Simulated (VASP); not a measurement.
The system is TcSe2.

```
CELL_PARAMETERS angstrom
1.92842 1.11337 5.83034
-1.92842 1.11337 5.83034
0.00000 -2.22675 5.83034
ATOMIC_POSITIONS crystal
Tc 0.00000 0.00000 0.00000
Se 0.25200 0.25200 0.25200
Se 0.74800 0.74800 0.74800
```

The cell was built by a generator and needn't be a form met in nature.

Base run:

- Program: VASP 6.6.1
- Functional: r2SCAN
- Potentials or basis: VASP PAW PBE potentials, release 64 (Tc_pv, Se)
- Cutoff: 520 eV
- k mesh: 6 × 6 × 6
- Occupations: gaussian, width 0.05 eV
- Spin: collinear spin, ferromagnetic start
- Starting moments: [0.5, 0.0, 0.0] μB
- Hubbard terms: Tc d U = 7 eV

Its results: pressure 1.6 GPa; largest force 0.219 eV/Å.

Question: The run is repeated on the same cell with these changes: hubbard terms from Tc d U = 7 eV to Tc d U = 2 eV; fixed moment from none to 0 μB. What comes out?

Answer: Pressure -12.3 GPa; largest force 1.124 eV/Å.

Caveats: the PAW data sets were made with another functional, which shifts forces and pressure a little; the total moment is fixed, so each spin has its own Fermi level (some runs).
